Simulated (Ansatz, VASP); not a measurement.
# Cross-check of ZnSe (Stilleite) between VASP and Ansatz

Aim: how closely do two programs agree when they are given the same cell, functional and k mesh? The cell is taken from a series of runs on this material, whose earlier steps may have relaxed, scaled, displaced or heated it; both programs get it as it stands.

Main program and level: Ansatz 0.2.0; plane waves, with VASP 6.6.1 beside it; zone-centre phonons at LDA.

## 1. Starting point

It takes space group F-43m (No. 216, cubic). The conventional cell has a = 5.696 Å, b = 5.696 Å, c = 5.696 Å, α = 90.00°, β = 90.00°, γ = 90.00°. Zn has 4 Se at 2.47 Å nearest. Nearest to Se lie 4 Zn at 2.47 Å. Farther neighbours and most contacts between anions are not listed.

## 2. VASP: zone-centre phonons, LDA

Second derivatives magnify differences that forces hide, and they need a tight electronic threshold.

Lines of VASP's logs that name or quote its potential files are left out, and so is its time.

INCAR reads:

```
SYSTEM = ZnSe
PREC = Accurate
ENCUT = 500
EDIFF = 1E-08
NELM = 120
ISMEAR = 0
SIGMA = 0.01
LREAL = .FALSE.
ALGO = Normal
GGA = CA
NBANDS = 15
LORBIT = 11
LWAVE = .FALSE.
LCHARG = .FALSE.
ISIF = 2
IBRION = 8
LEPSILON = .TRUE.
LASPH = .TRUE.
GGA_COMPAT = .FALSE.
EFERMI = MIDGAP
KPAR = 2
```

POSCAR reads:

```
ZnSe
1.0
    0.0000000000      2.8478987395      2.8478987395
    2.8478987395      0.0000000000      2.8478987395
    2.8478987395      2.8478987395      0.0000000000
Zn Se
1 1
Direct
    0.0000000000      0.0000000000      0.0000000000
    0.7500000000      0.7500000000      0.7500000000
```

KPOINTS reads:

```
Automatic mesh
0
Gamma
9 9 9
0 0 0
```

The projector-augmented-wave data sets are Zn and Se (LDA family, release 64).

The run is started by

```console
$ mpirun -np 2 vasp_std
```

Numbers of over 12 decimals in the logs are rounded to 6 here.

The program printed:

```text
[banner, memory and clock lines left out]
running    2 mpi-ranks, on    1 nodes
 distrk:  each k-point on    1 cores,    2 groups
 distr:  one band on    1 cores,    1 groups

 POSCAR found type information on POSCAR ZnSe
 POSCAR found :  2 types and       2 ions
 LDA part: xc-table for (Slater(with rela. corr.)+CA(PZ))
 , standard interpolation
 POSCAR, INCAR and KPOINTS ok, starting setup
 FFT: planning ... GRIDC
 FFT: planning ... GRID_SOFT
 FFT: planning ... GRID
 WAVECAR not read
 entering main loop
       N       E                     dE             d eps       ncg     rms          rms(c)
DAV:   1     0.846432730581E+02    0.84643E+02   -0.88114E+03  1050   0.133E+03
DAV:   2    -0.218914672080E+01   -0.86832E+02   -0.82313E+02  1204   0.256E+02
DAV:   3    -0.759661728624E+01   -0.54075E+01   -0.53884E+01  1260   0.637E+01
DAV:   4    -0.764171982870E+01   -0.45103E-01   -0.45098E-01  1295   0.617E+00
DAV:   5    -0.764196106424E+01   -0.24124E-03   -0.24123E-03  1302   0.415E-01    0.465E+00
DAV:   6    -0.736474545058E+01    0.27722E+00   -0.58782E-01  1486   0.258E+01    0.356E+00
DAV:   7    -0.734077444578E+01    0.23971E-01   -0.14971E-01  1190   0.386E+00    0.148E+00
DAV:   8    -0.733655327901E+01    0.42212E-02   -0.32133E-03  1571   0.690E-01    0.396E-01
DAV:   9    -0.733602205440E+01    0.53122E-03   -0.87948E-04  1239   0.247E-01    0.605E-02
DAV:  10    -0.733603784903E+01   -0.15795E-04   -0.81923E-05  1281   0.935E-02    0.151E-02
DAV:  11    -0.733603490152E+01    0.29475E-05   -0.84144E-06  1589   0.527E-02    0.353E-03
DAV:  12    -0.733603500116E+01   -0.99640E-07   -0.16349E-06  1218   0.908E-03    0.157E-03
DAV:  13    -0.733603500410E+01   -0.29343E-08   -0.62299E-08  1289   0.312E-03
   1 F= -.73360350E+01 E0= -.73360350E+01  d E =0.000000E+00
 Linear response reoptimize wavefunctions to high precision
DAV:   1    -0.733603500465E+01   -0.55115E-09   -0.54464E-09  1330   0.567E-04
DAV:   2    -0.733603500465E+01   -0.50022E-11   -0.45659E-11   679   0.530E-05
 Linear response G [H, r] |phi>, progress :
  Direction:   1
       N       E                     dE             d eps       ncg     rms
RMM:   1    -0.529575162794E+02   -0.52958E+02    0.15997E+02  1737   0.672E+01
RMM:   2    -0.549656963406E+02   -0.20082E+01   -0.92188E+00  1793   0.219E+01
RMM:   3    -0.551004970892E+02   -0.13480E+00   -0.28791E-01  1857   0.456E+00
RMM:   4    -0.551155468073E+02   -0.15050E-01   -0.57602E-03  1973   0.920E-01
RMM:   5    -0.551167313527E+02   -0.11845E-02    0.55607E-03  1979   0.240E-01
RMM:   6    -0.551172550987E+02   -0.52375E-03    0.25977E-03  2022   0.685E-02
RMM:   7    -0.551174235657E+02   -0.16847E-03    0.11479E-03  2003   0.218E-02
RMM:   8    -0.551174967989E+02   -0.73233E-04    0.45182E-04  1742   0.731E-03
RMM:   9    -0.551175244627E+02   -0.27664E-04    0.17911E-04  1546   0.259E-03
RMM:  10    -0.551175352494E+02   -0.10787E-04    0.71986E-05  1441   0.101E-03
RMM:  11    -0.551175395696E+02   -0.43203E-05    0.28845E-05  1274   0.415E-04
RMM:  12    -0.551175411560E+02   -0.15863E-05    0.12999E-05  1136   0.219E-04
RMM:  13    -0.551175418537E+02   -0.69775E-06    0.59905E-06  1027   0.147E-04
RMM:  14    -0.551175420893E+02   -0.23559E-06    0.36308E-06   936   0.119E-04
RMM:  15    -0.551175422183E+02   -0.12903E-06    0.22616E-06   839   0.114E-04
RMM:  16    -0.551175422300E+02   -0.11666E-07    0.20272E-06   783   0.107E-04
RMM:  17    -0.551175422828E+02   -0.52802E-07    0.12783E-06   724   0.110E-04
 Linear response G [H, r] |phi>, progress :
  Direction:   2
       N       E                     dE             d eps       ncg     rms
RMM:   1    -0.541134583277E+02   -0.54113E+02    0.12958E+02  1730   0.655E+01
RMM:   2    -0.568801962885E+02   -0.27667E+01   -0.83111E+00  1776   0.205E+01
RMM:   3    -0.569671758304E+02   -0.86980E-01   -0.21738E-01  1861   0.412E+00
RMM:   4    -0.569798519787E+02   -0.12676E-01   -0.30986E-03  1973   0.841E-01
RMM:   5    -0.569810433212E+02   -0.11913E-02    0.55876E-03  1959   0.222E-01
RMM:   6    -0.569815457768E+02   -0.50246E-03    0.26296E-03  2017   0.635E-02
RMM:   7    -0.569817138822E+02   -0.16811E-03    0.11463E-03  1975   0.205E-02
RMM:   8    -0.569817868827E+02   -0.73001E-04    0.45029E-04  1725   0.707E-03
RMM:   9    -0.569818144967E+02   -0.27614E-04    0.17795E-04  1528   0.255E-03
RMM:  10    -0.569818252497E+02   -0.10753E-04    0.71156E-05  1434   0.999E-04
RMM:  11    -0.569818295627E+02   -0.43130E-05    0.28091E-05  1253   0.420E-04
RMM:  12    -0.569818311496E+02   -0.15869E-05    0.12258E-05  1105   0.220E-04
RMM:  13    -0.569818318384E+02   -0.68875E-06    0.53504E-06   986   0.147E-04
RMM:  14    -0.569818320762E+02   -0.23787E-06    0.30198E-06   920   0.118E-04
RMM:  15    -0.569818321907E+02   -0.11449E-06    0.18372E-06   832   0.111E-04
RMM:  16    -0.569818321413E+02    0.49444E-07    0.24067E-06   785   0.104E-04
[...]
RMM:  10    -0.442516437513E+02   -0.36998E-07   -0.14300E-07  1408   0.742E-04
RMM:  11    -0.442516437465E+02    0.48545E-08   -0.28879E-08  1222   0.336E-04
 Linear response to external field (no local field effect), progress :
  Direction:   1
       N       E                     dE             d eps       ncg     rms          rms(c)
RMM:   1    -0.101720268665E+01   -0.10172E+01   -0.45157E+00  1526   0.377E+00
[...]
RMM:   1    -0.871657414965E+00   -0.87166E+00   -0.38101E+00  5370   0.359E+00
RMM:   2    -0.101216569589E+01   -0.14051E+00   -0.16535E-02  6558   0.701E-01    0.147E+00
RMM:   3    -0.970870169651E+00    0.41296E-01   -0.25433E-02  6383   0.859E-01    0.791E-01
RMM:   4    -0.987489915511E+00   -0.16620E-01   -0.30019E-02  6570   0.897E-01    0.144E-01
RMM:   5    -0.996076013868E+00   -0.85861E-02   -0.11780E-03  6626   0.192E-01    0.309E-02
RMM:   6    -0.997056958197E+00   -0.98094E-03   -0.30611E-05  6324   0.444E-02    0.152E-02
RMM:   7    -0.997314351566E+00   -0.25739E-03    0.38171E-06  6643   0.130E-02    0.140E-03
RMM:   8    -0.997330732957E+00   -0.16381E-04    0.11212E-07  6391   0.272E-03    0.951E-04
RMM:   9    -0.997330600142E+00    0.13282E-06    0.22034E-07  6818   0.934E-04    0.805E-05
RMM:  10    -0.997332995228E+00   -0.23951E-05   -0.30402E-08  5344   0.234E-04    0.308E-05
RMM:  11    -0.997333350489E+00   -0.35526E-06    0.17403E-07  4643   0.108E-04    0.811E-06
 change of polarisation eV/A/(eV/A) component  1 :     1.892     0.462     0.226
 dielectric tensor                  component  1 :     8.409     1.810     0.887
 Linear response to external field, progress :
  Direction:   2
       N       E                     dE             d eps       ncg     rms          rms(c)
RMM:   1    -0.871336295591E+00   -0.87134E+00   -0.38069E+00  5371   0.359E+00
RMM:   2    -0.101223299092E+01   -0.14090E+00   -0.16939E-02  6561   0.702E-01    0.147E+00
RMM:   3    -0.970870638051E+00    0.41362E-01   -0.25440E-02  6383   0.860E-01    0.791E-01
RMM:   4    -0.987505675260E+00   -0.16635E-01   -0.30000E-02  6564   0.898E-01    0.144E-01
RMM:   5    -0.996082834822E+00   -0.85772E-02   -0.11746E-03  6623   0.192E-01    0.310E-02
RMM:   6    -0.997063900199E+00   -0.98107E-03   -0.21752E-05  6323   0.446E-02    0.152E-02
RMM:   7    -0.997321721014E+00   -0.25782E-03    0.59169E-06  6638   0.131E-02    0.141E-03
RMM:   8    -0.997338699735E+00   -0.16979E-04    0.11058E-06  6396   0.275E-03    0.954E-04
RMM:   9    -0.997338578937E+00    0.12080E-06    0.41673E-07  6822   0.931E-04    0.809E-05
RMM:  10    -0.997341058035E+00   -0.24791E-05    0.76223E-08  5352   0.233E-04    0.305E-05
RMM:  11    -0.997341400983E+00   -0.34295E-06    0.19841E-07  4669   0.107E-04    0.795E-06
 change of polarisation eV/A/(eV/A) component  2 :     0.442     1.892     0.179
 dielectric tensor                  component  2 :     1.731     8.409     0.700
 Linear response to external field, progress :
  Direction:   3
       N       E                     dE             d eps       ncg     rms          rms(c)
RMM:   1    -0.871195499334E+00   -0.87120E+00   -0.38055E+00  5370   0.359E+00
RMM:   2    -0.101225138882E+01   -0.14106E+00   -0.16973E-02  6559   0.701E-01    0.147E+00
RMM:   3    -0.970869535104E+00    0.41382E-01   -0.25410E-02  6383   0.860E-01    0.791E-01
RMM:   4    -0.987490280352E+00   -0.16621E-01   -0.29972E-02  6566   0.898E-01    0.144E-01
RMM:   5    -0.996068866974E+00   -0.85786E-02   -0.11675E-03  6625   0.192E-01    0.309E-02
RMM:   6    -0.997053406592E+00   -0.98454E-03   -0.23087E-05  6325   0.447E-02    0.152E-02
RMM:   7    -0.997309221501E+00   -0.25581E-03    0.55046E-06  6637   0.131E-02    0.141E-03
RMM:   8    -0.997326286557E+00   -0.17065E-04    0.10956E-06  6394   0.275E-03    0.951E-04
RMM:   9    -0.997326199904E+00    0.86653E-07    0.40819E-07  6808   0.944E-04    0.800E-05
RMM:  10    -0.997328642517E+00   -0.24426E-05    0.76540E-08  5375   0.234E-04    0.306E-05
RMM:  11    -0.997328987376E+00   -0.34486E-06    0.20993E-07  4646   0.108E-04    0.789E-06
 change of polarisation eV/A/(eV/A) component  3 :     0.352     0.337     1.892
 dielectric tensor                  component  3 :     1.378     1.319     8.409
 Linear response DOF=           2
 Linear response progress:
  Degree of freedom:   1/  2
       N       E                     dE             d eps       ncg     rms          rms(c)
RMM:   1    -0.212962040148E+00   -0.21296E+00   -0.15857E-02  5242   0.200E+00
RMM:   2    -0.211395465754E+00    0.15666E-02   -0.22583E-03  5948   0.347E-01    0.811E-02
RMM:   3    -0.211120762034E+00    0.27470E-03   -0.42314E-05  6692   0.433E-02    0.488E-02
RMM:   4    -0.210770878620E+00    0.34988E-03   -0.15249E-05  6839   0.268E-02    0.249E-03
RMM:   5    -0.210787180496E+00   -0.16302E-04   -0.19936E-06  7219   0.524E-03    0.593E-04
RMM:   6    -0.210783900337E+00    0.32802E-05    0.45476E-07  7310   0.981E-04    0.350E-04
RMM:   7    -0.210783878759E+00    0.21579E-07   -0.70385E-08  7165   0.296E-04    0.301E-05
RMM:   8    -0.210783599887E+00    0.27887E-06    0.68955E-08  7234   0.925E-05    0.141E-05
RMM:   9    -0.210783599517E+00    0.36968E-09   -0.61131E-09  7388   0.384E-05    0.341E-06
 first order change of Fermi-energy   0.21519E+00
 force on displaced ion       1 direction 1 :  -5.119   0.000   0.000
 Born effective charge ion    1 direction 1 :   2.084   0.000   0.000
 Linear response progress:
  Degree of freedom:   2/  2
       N       E                     dE             d eps       ncg     rms          rms(c)
RMM:   1    -0.828096212059E-01   -0.82810E-01    0.10308E-01  9018   0.168E+00
RMM:   2    -0.822834658532E-01    0.52616E-03   -0.29942E-03  5912   0.464E-01    0.111E-01
RMM:   3    -0.824220896311E-01   -0.13862E-03   -0.15086E-04  6562   0.957E-02    0.608E-02
RMM:   4    -0.826841239852E-01   -0.26203E-03   -0.50715E-05  6657   0.435E-02    0.755E-03
RMM:   5    -0.826882059665E-01   -0.40820E-05   -0.34728E-06  6688   0.811E-03    0.361E-03
RMM:   6    -0.826798888200E-01    0.83171E-05   -0.56210E-07  6654   0.211E-03    0.138E-03
RMM:   7    -0.826766490066E-01    0.32398E-05    0.58560E-08  6672   0.811E-04    0.270E-04
RMM:   8    -0.826784598903E-01   -0.18109E-05   -0.12899E-08  6901   0.268E-04    0.372E-05
RMM:   9    -0.826785692118E-01   -0.10932E-06    0.14416E-09  6829   0.841E-05    0.114E-05
RMM:  10    -0.826784605297E-01    0.10868E-06    0.16389E-09  6941   0.223E-05    0.484E-06
RMM:  11    -0.826784804999E-01   -0.19970E-07    0.24276E-09  6172   0.885E-06    0.173E-06
RMM:  12    -0.826784854280E-01   -0.49281E-08    0.84940E-10  4000   0.472E-06    0.190E-07
 first order change of Fermi-energy  -0.21495E+00
 force on displaced ion       2 direction 1 :  -5.010   0.000   0.000
 Born effective charge ion    2 direction 1 :  -2.118   0.000   0.000
 Born effective charges drift removed
 Linear response finished
```

Parts of OUTCAR (step 2):

```text
ion  position               nearest neighbor table
   1  0.000  0.000  0.000-   2 2.47   2 2.47   2 2.47   2 2.47
   2  0.750  0.750  0.750-   1 2.47   1 2.47   1 2.47   1 2.47

  LATTYP: Found a face centered cubic cell.
 ALAT       =     5.6957974790

 Subroutine GETGRP returns: Found 24 space group operations
 (whereof 24 operations were pure point group operations)

The static configuration has the point symmetry T_d .

 Found     35 irreducible k-points:

   k-points           NKPTS =     35   k-points in BZ     NKDIM =     35   number of bands    NBANDS=     15

   dimension x,y,z NGX =    30 NGY =   30 NGZ =   30
   dimension x,y,z NGXF=    60 NGYF=   60 NGZF=   60

   ENCUT  =  500.0 eV  36.75 Ry    6.06 a.u.   7.34  7.34  7.34*2*pi/ulx,y,z

   NELECT =      18.0000    total number of electrons

 k-points in reciprocal lattice and weights: Automatic mesh
   0.00000000  0.00000000  0.00000000       0.001
   0.11111111  0.00000000  0.00000000       0.011
   0.22222222  0.00000000  0.00000000       0.011
   0.33333333  0.00000000  0.00000000       0.011
   0.44444444  0.00000000  0.00000000       0.011
   0.11111111  0.11111111  0.00000000       0.008
   0.22222222  0.11111111  0.00000000       0.033
   0.33333333  0.11111111  0.00000000       0.033
   0.44444444  0.11111111  0.00000000       0.033
[...]
-0.33333333  0.44444444  0.11111111       0.033
  -0.33333333  0.44444444  0.22222222       0.033

 average (electrostatic) potential at core
       1 -38.2949       2 -62.2843

  Total       -1.1298589     -1.1298589     -1.1298589      0.0000000     -0.0000000      0.0000000
  in kB      -39.1860199    -39.1860199    -39.1860199      0.0000000     -0.0000000      0.0000000
  external PRESSURE =     -39.1860199 kB  Pullay stress =       0.0000000 kB

  energy-cutoff  :      500.00
  volume of cell :       46.20
      direct lattice vectors                 reciprocal lattice vectors
     0.000000000  2.847898740  2.847898740    -0.175568040  0.175568040  0.175568040
     2.847898740  0.000000000  2.847898740     0.175568040 -0.175568040  0.175568040
     2.847898740  2.847898740  0.000000000     0.175568040  0.175568040 -0.175568040

 POSITION                                       TOTAL-FORCE (eV/Angst)
 -----------------------------------------------------------------------------------
      0.00000      0.00000      0.00000        -0.000000     -0.000000     -0.000000
      4.27185      4.27185      4.27185         0.000000      0.000000      0.000000
 -----------------------------------------------------------------------------------
    total drift:                                0.000001      0.000001      0.000001

 MACROSCOPIC STATIC DIELECTRIC TENSOR (including local field effects in DFT)
 ------------------------------------------------------
           8.409312     0.000000     0.000000
           0.000000     8.409312     0.000000
          -0.000000    -0.000000     8.409312
 ------------------------------------------------------

 PIEZOELECTRIC TENSOR (including local field effects)  for field in x, y, z        (C/m^2)
          XX          YY          ZZ          XY          YZ          ZX
  --------------------------------------------------------------------------------
  x     0.00000     0.00000     0.00000     0.00000     0.73244     0.00000
  y     0.00000     0.00000     0.00000     0.00000    -0.00000     0.73244
  z     0.00000     0.00000     0.00000     0.73244     0.00000     0.00000

 BORN EFFECTIVE CHARGES (including local field effects) (in |e|, cummulative output)
 ---------------------------------------------------------------------------------
 ion    1
    1     2.10187     0.00000     0.00000
    2     0.00000     2.10187     0.00000
    3     0.00000     0.00000     2.10187
 ion    2
    1    -2.10187     0.00000     0.00000
    2    -0.00000    -2.10187    -0.00000
    3     0.00000     0.00000    -2.10187

 Eigenvectors and eigenvalues of the dynamical matrix
 ----------------------------------------------------

   1 f  =    5.885703 THz    36.980965 2PiTHz  196.325933 cm-1    24.341302 meV
             X         Y         Z           dx          dy          dz
      0.000000  0.000000  0.000000     0.743174    0.000000    0.000000
      4.271848  4.271848  4.271848    -0.669098    0.000000    0.000000

   2 f  =    5.885703 THz    36.980965 2PiTHz  196.325933 cm-1    24.341302 meV
             X         Y         Z           dx          dy          dz
      0.000000  0.000000  0.000000    -0.000000    0.743174    0.000000
      4.271848  4.271848  4.271848     0.000000   -0.669098    0.000000

   3 f  =    5.885703 THz    36.980965 2PiTHz  196.325933 cm-1    24.341302 meV
             X         Y         Z           dx          dy          dz
      0.000000  0.000000  0.000000     0.000000    0.000000   -0.743174
      4.271848  4.271848  4.271848     0.000000    0.000000    0.669098

   4 f/i=    0.031372 THz     0.197116 2PiTHz    1.046457 cm-1     0.129744 meV
             X         Y         Z           dx          dy          dz
      0.000000  0.000000  0.000000     0.560281   -0.148355    0.334318
      4.271848  4.271848  4.271848     0.622309   -0.164780    0.371331

   5 f/i=    0.031372 THz     0.197116 2PiTHz    1.046457 cm-1     0.129744 meV
             X         Y         Z           dx          dy          dz
      0.000000  0.000000  0.000000    -0.346634   -0.410539    0.398742
      4.271848  4.271848  4.271848    -0.385010   -0.455990    0.442887

   6 f/i=    0.031372 THz     0.197116 2PiTHz    1.046457 cm-1     0.129744 meV
             X         Y         Z           dx          dy          dz
      0.000000  0.000000  0.000000    -0.116717    0.507091    0.420629
      4.271848  4.271848  4.271848    -0.129639    0.563231    0.467197

 MACROSCOPIC STATIC DIELECTRIC TENSOR IONIC CONTRIBUTION
 ------------------------------------------------------
           3.416660     0.000000     0.000000
           0.000000     3.416660     0.000000
           0.000000     0.000000     3.416660
 ------------------------------------------------------

 ELASTIC MODULI CONTR FROM IONIC RELAXATION (kBar)
 Direction    XX          YY          ZZ          XY          YZ          ZX
 --------------------------------------------------------------------------------
 XX          -0.0000     -0.0000     -0.0000     -0.0000      0.0000      0.0000
 YY          -0.0000     -0.0000     -0.0000     -0.0000     -0.0000     -0.0000
 ZZ          -0.0000     -0.0000     -0.0000      0.0000     -0.0000      0.0000
 XY          -0.0000     -0.0000      0.0000   -104.5375      0.0000      0.0000
 YZ           0.0000     -0.0000     -0.0000      0.0000   -104.5375      0.0000
 ZX           0.0000     -0.0000      0.0000      0.0000      0.0000   -104.5375
 --------------------------------------------------------------------------------

 PIEZOELECTRIC TENSOR IONIC CONTR  for field in x, y, z        (C/m^2)
          XX          YY          ZZ          XY          YZ          ZX
  --------------------------------------------------------------------------------
  x     0.00000    -0.00000    -0.00000     0.00000    -0.56235     0.00000
  y     0.00000    -0.00000     0.00000    -0.00000    -0.00000    -0.56235
  z    -0.00000    -0.00000     0.00000    -0.56235     0.00000     0.00000
```

The dielectric response converges more slowly with the mesh than energies do, so tensor and charges may still move on a finer one.

(Part 1 of 2 ends here.)

[Lines on the potential files, build, host, timing and source positions are cut from VASP's logs without a mark.]

[Logs are printed without paths, hosts, clocks, repeated set-up lines and the standing remarks that a program may print on its own settings, such as how far it seeks lower states.]

[Hosts, paths, dates, database ids (printed as entryN), source tags and the programs' standing remarks are cut or masked in the printed files.]
